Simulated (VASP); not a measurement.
# O2CrFCl in VASP: reference runs

Aim: a first look at O2CrFCl with PBE, on the cell as given.

Program: VASP 6.6.1. These are calculated values, not measurements. Logs are shortened: lines on timing, memory, paths and dates and some standing lists are left out, and cuts for length are marked.

### 1 The structure

The cell holds a molecule in a box, 5 atoms: a = 12.000 Å, b = 12.000 Å, c = 12.000 Å, α = 90.00°, β = 90.00°, γ = 90.00°.

### 2 Single point, PBE, collinear spin, ferromagnetic start

INCAR reads:

```
ALGO = Normal ; EDIFF = 1E-7
ENCUT = 520 ; GGA = PE
ISIF = 2 ; ISMEAR = 0
ISPIN = 2 ; LASPH = T
LCHARG = F ; LMAXMIX = 4
LORBIT = 11 ; LREAL = F
LWAVE = F ; MAGMOM = 0 0 3 0 0
NBANDS = 31 ; NELM = 80
PREC = Accurate ; SIGMA = 0.01
```

KPOINTS reads:

```
k-points
0
Gamma
  1 1 1
```

POSCAR reads:

```
CrClO2F
1.0
   12.0000000000      0.0000000000      0.0000000000
    0.0000000000     12.0000000000      0.0000000000
    0.0000000000      0.0000000000     12.0000000000
O Cr F Cl
2 1 1 1
Direct
    0.4627958300      0.4134083300      0.6074041700
    0.6074375000      0.3933583300      0.4596458300
    0.4919458300      0.4416833300      0.4860708300
    0.3947291700      0.3874750000      0.3982625000
    0.4986041700      0.6160250000      0.4689375000
```

Potentials or basis: VASP PAW PBE potentials, release 64 (O, Cr_pv, F, Cl).

The run is started by

```bash
cat potpaw_PBE.64/O/POTCAR potpaw_PBE.64/Cr_pv/POTCAR potpaw_PBE.64/F/POTCAR potpaw_PBE.64/Cl/POTCAR > POTCAR
mpirun -np 1 vasp_gam > vasp.out
```

OUTCAR:

```text
EDIFF = 1E-7
   ENCUT = 520
   GGA = PE
   ISIF = 2
   ISMEAR = 0
   ISPIN = 2
   LASPH = T
   LORBIT = 11
   LREAL = F
   NELM = 80
   PREC = Accurate

 ion  position               nearest neighbor table
   1  0.463  0.413  0.607-   3 1.54
   2  0.607  0.393  0.460-   3 1.54
   3  0.492  0.442  0.486-   1 1.54   2 1.54   4 1.70   5 2.10
   4  0.395  0.387  0.398-   3 1.70
   5  0.499  0.616  0.469-   3 2.10

  LATTYP: Found a simple cubic cell.
 ALAT       =    12.0000000000

  Lattice vectors:

 A1 = (  12.0000000000,   0.0000000000,   0.0000000000)
 A2 = (   0.0000000000,  12.0000000000,   0.0000000000)
 A3 = (   0.0000000000,   0.0000000000,  12.0000000000)

Analysis of symmetry for initial positions (statically):
=====================================================================
 Subroutine PRICEL returns:
 Original cell was already a primitive cell.

 Routine SETGRP: Setting up the symmetry group for a
 simple cubic supercell.

 Subroutine GETGRP returns: Found  1 space group operations
 (whereof  1 operations were pure point group operations)
 out of a pool of 48 trial point group operations.

The static configuration has the point symmetry C_1 .

Analysis of symmetry for dynamics (positions and initial velocities):
=====================================================================
 Subroutine PRICEL returns:
 Original cell was already a primitive cell.

 Routine SETGRP: Setting up the symmetry group for a
 simple cubic supercell.

 Subroutine GETGRP returns: Found  1 space group operations
 (whereof  1 operations were pure point group operations)
 out of a pool of 48 trial point group operations.

The dynamic configuration has the point symmetry C_1 .

Analysis of structural, dynamic, and magnetic symmetry:
=====================================================================
 Subroutine PRICEL returns:
 Original cell was already a primitive cell.

 Routine SETGRP: Setting up the symmetry group for a
 simple cubic supercell.

 Subroutine GETGRP returns: Found  1 space group operations
 (whereof  1 operations were pure point group operations)
 out of a pool of 48 trial point group operations.

The overall configuration has the point symmetry C_1 .

 Subroutine INISYM returns: Found  1 space group operations
 (whereof  1 operations are pure point group operations),
 and found     1 'primitive' translations

----------------------------------------------------------------------------------------

                                     Primitive cell

  volume of cell :    1728.0000

  direct lattice vectors                    reciprocal lattice vectors
    12.000000000  0.000000000  0.000000000     0.083333333  0.000000000  0.000000000
     0.000000000 12.000000000  0.000000000     0.000000000  0.083333333  0.000000000
     0.000000000  0.000000000 12.000000000     0.000000000  0.000000000  0.083333333

  length of vectors
    12.000000000 12.000000000 12.000000000     0.083333333  0.083333333  0.083333333

  position of ions in fractional coordinates (direct lattice)
     0.462795830  0.413408330  0.607404170
     0.607437500  0.393358330  0.459645830
     0.491945830  0.441683330  0.486070830
     0.394729170  0.387475000  0.398262500
     0.498604170  0.616025000  0.468937500

  ion indices of the primitive-cell ions
   primitive index   ion index
                 1           1
                 2           2
                 3           3
                 4           4
                 5           5

----------------------------------------------------------------------------------------

 KPOINTS: k-points

Automatic generation of k-mesh.
 Grid dimensions read from file:
 generate k-points for:    1    1    1

 Generating k-lattice:

  Cartesian coordinates                     Fractional coordinates (reciprocal lattice)
     0.083333333  0.000000000  0.000000000     1.000000000  0.000000000  0.000000000
     0.000000000  0.083333333  0.000000000     0.000000000  1.000000000  0.000000000
     0.000000000  0.000000000  0.083333333     0.000000000  0.000000000  1.000000000

  Length of vectors
     0.083333333  0.083333333  0.083333333

  Shift w.r.t. Gamma in fractional coordinates (k-lattice)
     0.000000000  0.000000000  0.000000000

 Subroutine IBZKPT returns following result:
 ===========================================

 Found      1 irreducible k-points:

 Following reciprocal coordinates:
            Coordinates               Weight
  0.000000  0.000000  0.000000      1.000000
   k-points           NKPTS =      1   k-points in BZ     NKDIM =      1   number of bands    NBANDS=     31
   number of dos      NEDOS =    301   number of ions     NIONS =      5
   total plane-waves  NPLWV = 729000
   dimension x,y,z NGX =    90 NGY =   90 NGZ =   90
   dimension x,y,z NGXF=   180 NGYF=  180 NGZF=  180
   ions per type =               2   1   1   1
   NGX,Y,Z   is equivalent  to a cutoff of  12.47, 12.47, 12.47 a.u.
   NGXF,Y,Z  is equivalent  to a cutoff of  24.94, 24.94, 24.94 a.u.
 SYSTEM =  unknown system
   PREC   = accura    normal or accurate (medium, high low for compatibility)
   ISTART =      0    job   : 0-new  1-cont  2-samecut
   ICHARG =      2    charge: 1-file 2-atom 10-const
   ISPIN  =      2    spin polarized calculation?
   LNONCOLLINEAR =      F non collinear calculations
   LSORBIT =      F    spin-orbit coupling
   LASPH  =      T    aspherical Exc in radial PAW
   ENCUT  =  520.0 eV  38.22 Ry    6.18 a.u.  22.31 22.31 22.31*2*pi/ulx,y,z
   NELM   =     80;   NELMIN=  2; NELMDL= -5     # of ELM steps
   EDIFF  = 0.1E-06   stopping-criterion for ELM
   LREAL  =      F    real-space projection
   EDIFFG = 0.1E-05   stopping-criterion for IOM
   NSW    =      0    number of steps for IOM
   IBRION =     -1    ionic relax: 0-MD 1-quasi-New 2-CG
   NFREE  =      0    steps in history (QN), initial steepest desc. (CG)
   ISIF   =      2    stress and relaxation
   ISYM   =      2    0-nonsym 1-usesym 2-fastsym
   POTIM  = 0.5000    time-step for ionic-motion
   TEBEG  =    0.0;   TEEND  =   0.0 temperature during run
   PSTRESS=    0.0 pullay stress
   NELECT =      38.0000    total number of electrons
   NUPDOWN=      -1.0000    fix difference up-down
   EMIN   =  10.00;   EMAX   =-10.00  energy-range for DOS
   EFERMI =   0.00;   METHOD = LEGACY
   ISMEAR =     0;   SIGMA  =   0.01  broadening in eV -4-tet -1-fermi 0-gaus
   EFERMI_NEDOS =   21; number of points for ismear=-14 and -15
   IALGO  =     38    algorithm
   IMIX   =      4    mixing-type and parameters
     AMIX     =   0.40;   BMIX     =  1.00
     AMIX_MAG =   1.60;   BMIX_MAG =  1.00
  volume/ion in A,a.u.               =     345.60      2332.22
  Fermi-wavevector in a.u.,A,eV,Ry     =   0.458657  0.866736  2.862208  0.210366
  Thomas-Fermi vector in A             =   1.444102
   LORBIT       =     11    0 simple, 1 ext, 2 COOP (PROOUT), +10 PAW based schemes
   GGA     = PE    functional components
   LHFCALC =     F    Hartree Fock is set to
   AEXX    =    0.0000 exact exchange contribution
   IVDW    =     0    specifies the selected vdW correction
   LEPSILON=     F    determine dielectric tensor
   LRPA    =     F    only Hartree local field effects (RPA)
 spin polarized calculation
 Gauss-broadening in eV      SIGMA  =   0.01
  energy-cutoff  :      520.00
  volume of cell :     1728.00
 maximum number of plane-waves:     23293
 NGX is ok and might be reduce to    90
   NGX = 45   NGY = 45   NGZ = 45

 number of electron      38.0000005 magnetization       0.0000020

 number of electron      38.0000005 magnetization      -0.0000005

 Free energy of the ion-electron system (eV)
  ---------------------------------------------------
  ext. energy  EPLUGINS =         0.00000000
  ---------------------------------------------------
  free energy    TOTEN  =       -30.89596544 eV

  energy without entropy =      -30.89596544  energy(sigma->0) =      -30.89596544

 E-fermi :  -8.0125     XC(G=0):  -0.7989

 val. band max:       -8.1050317692   @ k =   0.0000   0.0000   0.0000
 cond. band min:      -5.3393807926   @ k =   0.0000   0.0000   0.0000
 fundamental gap:      2.7656509766
 Fermi energy:        -8.0124576522

 spin component 1

 k-point     1 :       0.0000    0.0000    0.0000
  band No.  band energies     occupation
      1     -51.5648      1.00000
      2     -51.5064      1.00000
      3     -51.2177      1.00000
      4     -29.5506      1.00000
      5     -24.2848      1.00000
      6     -23.9256      1.00000
      7     -20.9260      1.00000
      8     -12.2799      1.00000
      9     -11.7781      1.00000
     10     -11.5374      1.00000
     11     -11.3437      1.00000
     12     -11.2422      1.00000
     13     -10.3818      1.00000
     14     -10.0041      1.00000
     15      -9.8570      1.00000
     16      -9.6441      1.00000
     17      -8.5881      1.00000
     18      -8.5615      1.00000
     19      -8.1050      1.00000
     20      -5.3394      0.00000
     21      -4.8130      0.00000
     22      -4.3079      0.00000
     23      -3.1787      0.00000
     24      -2.5190      0.00000
     25      -1.3263      0.00000
     26      -0.4069      0.00000
     27       0.7448      0.00000
     28       0.7910      0.00000
     29       0.8369      0.00000
     30       0.8717      0.00000
     31       1.0241      0.00000
 Fermi energy:        -8.0124576522

 spin component 2

 k-point     1 :       0.0000    0.0000    0.0000
  band No.  band energies     occupation
      1     -51.5648      1.00000
      2     -51.5064      1.00000
      3     -51.2177      1.00000
      4     -29.5506      1.00000
      5     -24.2848      1.00000
      6     -23.9256      1.00000
      7     -20.9260      1.00000
      8     -12.2799      1.00000
      9     -11.7781      1.00000
     10     -11.5374      1.00000
     11     -11.3437      1.00000
     12     -11.2422      1.00000
     13     -10.3818      1.00000
     14     -10.0041      1.00000
     15      -9.8570      1.00000
     16      -9.6441      1.00000
     17      -8.5881      1.00000
     18      -8.5615      1.00000
     19      -8.1050      1.00000
     20      -5.3394      0.00000
     21      -4.8130      0.00000
     22      -4.3079      0.00000
     23      -3.1787      0.00000
     24      -2.5190      0.00000
     25      -1.3263      0.00000
     26      -0.4073      0.00000
     27       0.7444      0.00000
     28       0.7917      0.00000
     29       0.8365      0.00000
     30       0.8728      0.00000
     31       1.0225      0.00000

------------------------ aborting loop because EDIFF is reached ----------------------------------------

  FORCE on cell =-STRESS in cart. coord.  units (eV):
  Direction    XX          YY          ZZ          XY          YZ          ZX
  --------------------------------------------------------------------------------------
  -------------------------------------------------------------------------------------
  Total        4.2144173      1.6525055      4.3837957     -0.7058620     -0.1963083     -0.9741228
  in kB        3.9075485      1.5321799      4.0645938     -0.6544653     -0.1820143     -0.9031930
  external PRESSURE =       3.1681074 kB  Pullay stress =       0.0000000 kB

 VOLUME and BASIS-vectors are now :
 -----------------------------------------------------------------------------
  energy-cutoff  :      520.00
  volume of cell :     1728.00
      direct lattice vectors                 reciprocal lattice vectors
    12.000000000  0.000000000  0.000000000     0.083333333  0.000000000  0.000000000
     0.000000000 12.000000000  0.000000000     0.000000000  0.083333333  0.000000000
     0.000000000  0.000000000 12.000000000     0.000000000  0.000000000  0.083333333

 POSITION                                       TOTAL-FORCE (eV/Angst)
 -----------------------------------------------------------------------------------
      5.55355      4.96090      7.28885        -0.627371     -0.602828      2.526926
      7.28925      4.72030      5.51575         2.399167     -1.022830     -0.568914
      5.90335      5.30020      5.83285        -1.122123      1.696140     -1.331145
      4.73675      4.64970      4.77915        -0.666684     -0.405148     -0.598801
      5.98325      7.39230      5.62725         0.017011      0.334665     -0.028066
 -----------------------------------------------------------------------------------
    total drift:                                0.001837     -0.001903     -0.000920

  FREE ENERGIE OF THE ION-ELECTRON SYSTEM (eV)
  ---------------------------------------------------
  free  energy   TOTEN  =       -30.8959654366 eV

  energy  without entropy=      -30.8959654366  energy(sigma->0) =      -30.89596544

 total charge

# of ion       s       p       d       tot
------------------------------------------
    1        1.620   3.325   0.000   4.946
    2        1.620   3.325   0.000   4.946
    3        0.543   6.727   4.671  11.941
    4        1.750   4.303   0.000   6.053
    5        1.609   3.496   0.000   5.105
--------------------------------------------------
tot          7.144  21.177   4.671  32.991

 magnetization (x)

# of ion       s       p       d       tot
------------------------------------------
    1        0.000   0.000   0.000   0.000
    2        0.000   0.000   0.000   0.000
    3       -0.000   0.000  -0.000  -0.000
    4       -0.000   0.000   0.000   0.000
    5       -0.000   0.000   0.000   0.000
--------------------------------------------------
tot         -0.000   0.000  -0.000   0.000
```

Run time: 5.6 min. Hardware: 1 thread of AMD EPYC 9R14 (Zen 4), shared host; peak memory 1.7 GiB.

Results:

```yaml
Free_energy: -30.8960 eV
Largest_force: 2.673 eV/Å
Gap_between_the_frontier_levels: 2.77 eV
Net_moment: 0.00 μB per cell
Valence_electrons_inside_the_program's_atomic_spheres: O 4.95; Cr 11.94; F 6.05; Cl 5.11
```

Forces in eV/Å, atoms in the order of the input:
```
O   -0.627 -0.603  2.527
O    2.399 -1.023 -0.569
Cr  -1.122  1.696 -1.331
F   -0.667 -0.405 -0.599
Cl   0.017  0.335 -0.028
```

Levels at points of the mesh, in eV from the valence-band top:
Spin up:
```csv
k point,band 17,band 18,band 19,band 20,band 21,band 22
"(0.00, 0.00, 0.00)",-0.48,-0.46,0.00,2.77,3.29,3.80
```
Spin down:
| k point | band 17 | band 18 | band 19 | band 20 | band 21 | band 22 |
| --- | --- | --- | --- | --- | --- | --- |
| (0.00, 0.00, 0.00) | -0.48 | -0.46 | 0.00 | 2.77 | 3.29 | 3.80 |

Caveat: the starting moments collapsed, and a magnetic state may lie lower. A hybrid or GW would open this gap; PBE tends to underestimate it.
